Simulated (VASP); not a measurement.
Given:

```
CELL_PARAMETERS angstrom
      1.95856    -3.39233     0.00000
      1.95856     3.39233     0.00000
      0.00000     0.00000     6.09915
ATOMIC_POSITIONS crystal
  La 0.33333 0.66667 0.24565
  La 0.66667 0.33333 0.75435
  O  0.00000 0.00000 0.00000
  O  0.33333 0.66667 0.64629
  O  0.66667 0.33333 0.35371
```

Calculation: PBE GGA with D3 dispersion (Becke-Johnson damping), VASP's PBE PAW potentials (set 64) (plane waves; VASP). Settings: 520 eV cut-off, 7×7×4 Γ-centred mesh, tetrahedra with Blöchl corrections, potentials La O.

The cores are frozen, which limits the accuracy of field gradients.

### Question
Give the principal components of the electric field gradient (V/Å²) and the asymmetry η at each nucleus.

### Answer

| atom | Vxx | Vyy | Vzz | η |
|---|---|---|---|---|
| La1 | -58.3 | -58.3 | 116.7 | 0.00 |
| La2 | -58.3 | -58.3 | 116.7 | 0.00 |
| O3 | 4.5 | 4.5 | -9.0 | 0.00 |
| O4 | -4.6 | -4.6 | 9.2 | 0.00 |
| O5 | -4.6 | -4.6 | 9.2 | 0.00 |

The compound is La2O3 in the a-type structure. It was relaxed first.
